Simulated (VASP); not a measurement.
OSZICAR of a VASP run on AlGa3N4 (space group Pm):

File OSZICAR:
```
       N       E                     dE             d eps       ncg     rms          rms(c)
DAV:   1     0.631815607831E+03    0.63182E+03   -0.29676E+04  5028   0.296E+03
DAV:   2     0.171358557322E+02   -0.61468E+03   -0.59175E+03  5210   0.700E+02
DAV:   3    -0.960008791581E+02   -0.11314E+03   -0.10991E+03  5657   0.212E+02
DAV:   4    -0.103914573111E+03   -0.79137E+01   -0.78655E+01  6533   0.588E+01
DAV:   5    -0.104116647389E+03   -0.20207E+00   -0.20174E+00  6068   0.913E+00    0.154E+01
DAV:   6    -0.872504475608E+02    0.16866E+02   -0.27731E+01  8082   0.636E+01    0.552E+00
DAV:   7    -0.836440750920E+02    0.36064E+01   -0.38963E+00  5405   0.132E+01    0.352E+00
DAV:   8    -0.890826245422E+02   -0.54385E+01   -0.45916E+00  6783   0.209E+01    0.322E+00
DAV:   9    -0.874587597769E+02    0.16239E+01   -0.10997E+00  5855   0.865E+00    0.137E+00
DAV:  10    -0.849166801384E+02    0.25421E+01   -0.88270E-01  5369   0.880E+00    0.252E-01
DAV:  11    -0.848859682033E+02    0.30712E-01   -0.20747E-01  6004   0.491E+00    0.472E-01
DAV:  12    -0.849248282547E+02   -0.38860E-01   -0.21066E-02  6697   0.129E+00    0.452E-01
DAV:  13    -0.849228328440E+02    0.19954E-02   -0.22462E-03  7359   0.100E+00    0.277E-01
DAV:  14    -0.849214996583E+02    0.13332E-02   -0.16624E-02  7033   0.230E+00    0.424E-01
DAV:  15    -0.849293940893E+02   -0.78944E-02   -0.75707E-03  6384   0.146E+00    0.263E-01
DAV:  16    -0.849305342006E+02   -0.11401E-02   -0.17078E-03  6988   0.361E-01    0.164E-01
DAV:  17    -0.849302818507E+02    0.25235E-03   -0.36734E-04  7279   0.406E-01    0.550E-02
DAV:  18    -0.849305826209E+02   -0.30077E-03   -0.45825E-04  8051   0.492E-01    0.551E-02
DAV:  19    -0.849305608987E+02    0.21722E-04   -0.21368E-04  6623   0.286E-01    0.238E-02
DAV:  20    -0.849306084913E+02   -0.47593E-04   -0.24145E-05  5996   0.513E-02    0.124E-02
DAV:  21    -0.849306153466E+02   -0.68553E-05   -0.79286E-06  8163   0.523E-02    0.656E-03
DAV:  22    -0.849306174253E+02   -0.20787E-05   -0.54456E-06  7666   0.251E-02    0.126E-02
DAV:  23    -0.849306187793E+02   -0.13541E-05   -0.42539E-06  7653   0.502E-02    0.233E-03
DAV:  24    -0.849306191006E+02   -0.32123E-06   -0.69679E-07  5328   0.771E-03    0.796E-04
DAV:  25    -0.849306194131E+02   -0.31257E-06   -0.86473E-08  3255   0.817E-03    0.849E-04
DAV:  26    -0.849306193029E+02    0.11024E-06   -0.48761E-08  3140   0.377E-03    0.260E-04
DAV:  27    -0.849306193404E+02   -0.37448E-07   -0.11624E-08  3130   0.177E-03
   1 F= -.84930619E+02 E0= -.84930619E+02  d E =0.000000E+00
       N       E                     dE             ncg
```

Q: Which electronic solver shows in the log?

A: It is blocked Davidson (ALGO = Normal, or the opening steps of other solvers). The INCAR had ALGO = Normal.

Q: Can the final energy be trusted as converged?

A: The run converged. It stopped with EDIFF = 1E-7, NELM = 100 (r2SCAN meta-GGA, plane waves, VASP's PBE PAW potentials (set 64)).

The structure comes from a computed database's AlGa3N4 entry (Pm); how it stands against other phases isn't given here. It was relaxed first.
